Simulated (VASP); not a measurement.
Consider the following.

```xyz
1
Lattice="0.0000 1.7952 1.7952 1.7952 0.0000 1.7952 1.7952 1.7952 0.0000" Properties=species:S:1:pos:R:3 pbc="T T T"
Ni     0.0000     0.0000     0.0000
```

These are PBE GGA with spin-orbit coupling, VASP's PBE PAW potentials (set 64) (plane waves; VASP 6.6.1) values and carry that method's errors. Numerical set-up: 400 eV cut-off, 16×16×16 Γ-centred mesh, first-order Methfessel-Paxton smearing of 0.10 eV, potentials Ni. Starting moments (MAGMOM): 0 0 0.8.

Problem. Estimate the energy per atom (σ→0), pressure, band gap (on the k-mesh) with the smallest direct gap where there is one.

Solution. 
| Item | Value |
|---|---|
| band gap (on the k-mesh) | none (metal, semimetal or under 0.01 eV) |
| energy per atom (σ→0) | -5.457 eV/atom |
| pressure | -11.05 GPa |

The absolute energy has meaning only against runs of the same code, potentials and settings.

The compound is Ni in the fcc structure. The cell was not relaxed at this level. The run is one of a series of settings (GGA_COMPAT = .FALSE., ISPIN removed, LSORBIT = .TRUE., MAGMOM = 0 0 0.8, program vasp_ncl against the base run), some of them coarse on purpose.
